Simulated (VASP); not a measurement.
These are PBE GGA, VASP's PBE PAW potentials (set 64) (plane waves; VASP) values and carry that method's errors.

VASP ran on this input.

INCAR:
```
# general
SYSTEM = BP
PREC   = Accurate
ENCUT  = 600
LREAL  = .FALSE.
LASPH  = .TRUE.

# electronic loop
EDIFF  = 1E-7
NELM   = 100
ALGO   = Normal

# smearing
ISMEAR = 0
SIGMA  = 0.05

# functional
GGA    = PE

# ions
IBRION = 2
NSW    = 30
ISIF   = 2
EDIFFG = -0.01

# output
LWAVE  = .FALSE.
LCHARG = .FALSE.
```

**KPOINTS**
```
Automatic mesh
0
Gamma
10 10 10
0 0 0
```

File POSCAR:
```
BP
1.0
  0.0000000000   2.3186089820   2.3186089820
  2.3186089820   0.0000000000   2.3186089820
  2.3186089820   2.3186089820   0.0000000000
B P
1 1
Cart
  0.0000000000   0.0000000000   0.0000000000
  1.1593044910   1.1593044910   1.1593044910
```

POTCAR, in this order: B P (PBE.64 set). Program: vasp_std.

Output of the run:

**OUTCAR**
```
 ion  position               nearest neighbor table
   1  0.000  0.000  0.000-   2 2.01   2 2.01   2 2.01   2 2.01
   2  0.250  0.250  0.250-   1 2.01   1 2.01   1 2.01   1 2.01
  LATTYP: Found a face centered cubic cell.
 ALAT       =     4.6372179640
 Subroutine PRICEL returns:
 Original cell was already a primitive cell.
 Subroutine GETGRP returns: Found 24 space group operations
The static configuration has the point symmetry T_d .
The dynamic configuration has the point symmetry T_d .
 Subroutine INISYM returns: Found 24 space group operations
 Subroutine IBZKPT returns following result:
 Found     47 irreducible k-points:

 Following reciprocal coordinates:
            Coordinates               Weight
  0.000000  0.000000  0.000000      1.000000
  0.100000  0.000000  0.000000      8.000000
  0.200000  0.000000  0.000000      8.000000
  0.300000  0.000000  0.000000      8.000000
  0.400000  0.000000  0.000000      8.000000
  0.500000  0.000000  0.000000      4.000000
  0.100000  0.100000  0.000000      6.000000
  0.200000  0.100000  0.000000     24.000000
  0.300000  0.100000  0.000000     24.000000
  0.400000  0.100000  0.000000     24.000000
  0.500000  0.100000  0.000000     24.000000
 -0.400000  0.100000  0.000000     24.000000
 -0.300000  0.100000  0.000000     24.000000
 -0.200000  0.100000  0.000000     24.000000
 -0.100000  0.100000  0.000000     12.000000
  0.200000  0.200000  0.000000      6.000000
  0.300000  0.200000  0.000000     24.000000
  0.400000  0.200000  0.000000     24.000000
  0.500000  0.200000  0.000000     24.000000
 -0.400000  0.200000  0.000000     24.000000
 -0.300000  0.200000  0.000000     24.000000
 -0.200000  0.200000  0.000000     12.000000
  0.300000  0.300000  0.000000      6.000000
  0.400000  0.300000  0.000000     24.000000
...
```

OSZICAR:
```
       N       E                     dE             d eps       ncg     rms          rms(c)
DAV:   1     0.973922434425E+01    0.97392E+01   -0.42885E+03   752   0.996E+02
DAV:   2    -0.132042710182E+02   -0.22943E+02   -0.21851E+02  1200   0.111E+02
DAV:   3    -0.134692471642E+02   -0.26498E+00   -0.26498E+00   928   0.156E+01
DAV:   4    -0.134698658292E+02   -0.61866E-03   -0.61866E-03  1200   0.762E-01
DAV:   5    -0.134698660609E+02   -0.23175E-06   -0.23175E-06   928   0.136E-02    0.655E+00
DAV:   6    -0.129714930669E+02    0.49837E+00   -0.14190E+00   800   0.630E+00    0.360E+00
DAV:   7    -0.128992668793E+02    0.72226E-01   -0.19641E-01  1128   0.272E+00    0.122E+00
DAV:   8    -0.128919496745E+02    0.73172E-02   -0.26065E-02   864   0.110E+00    0.187E-01
DAV:   9    -0.128922638647E+02   -0.31419E-03   -0.52782E-04  1040   0.200E-01    0.972E-02
DAV:  10    -0.128924693659E+02   -0.20550E-03   -0.30634E-04   848   0.137E-01    0.269E-02
DAV:  11    -0.128924797231E+02   -0.10357E-04   -0.13594E-05  1080   0.318E-02    0.276E-02
DAV:  12    -0.128924805683E+02   -0.84514E-06   -0.32219E-06   792   0.117E-02    0.490E-03
DAV:  13    -0.128924805377E+02    0.30553E-07   -0.72270E-08   672   0.239E-03
   1 F= -.12892481E+02 E0= -.12892481E+02  d E =-.128925E+02
```

### OUTCAR
```
------------------------ aborting loop because EDIFF is reached ----------------------------------------
  FORCE on cell =-STRESS in cart. coord.  units (eV):
  Direction    XX          YY          ZZ          XY          YZ          ZX
  --------------------------------------------------------------------------------------
  Total       -1.3359710     -1.3359710     -1.3359710      0.0000000      0.0000000     -0.0000000
  in kB      -85.8608296    -85.8608296    -85.8608296      0.0000000      0.0000000     -0.0000000
  external PRESSURE =     -85.8608296 kB  Pullay stress =       0.0000000 kB
  volume of cell :       24.93
      direct lattice vectors                 reciprocal lattice vectors
     0.000000000  2.318608982  2.318608982    -0.215646538  0.215646538  0.215646538
     2.318608982  0.000000000  2.318608982     0.215646538 -0.215646538  0.215646538
     2.318608982  2.318608982  0.000000000     0.215646538  0.215646538 -0.215646538
  FREE ENERGIE OF THE ION-ELECTRON SYSTEM (eV)
  ---------------------------------------------------
  free  energy   TOTEN  =       -12.8924805377 eV

  energy  without entropy=      -12.8924805377  energy(sigma->0) =      -12.89248054

 reached required accuracy - stopping structural energy minimisation
```
(Selected blocks of OUTCAR.)

The compound is BP in the zinc blende structure. This cell was strained or had an atom moved on purpose.
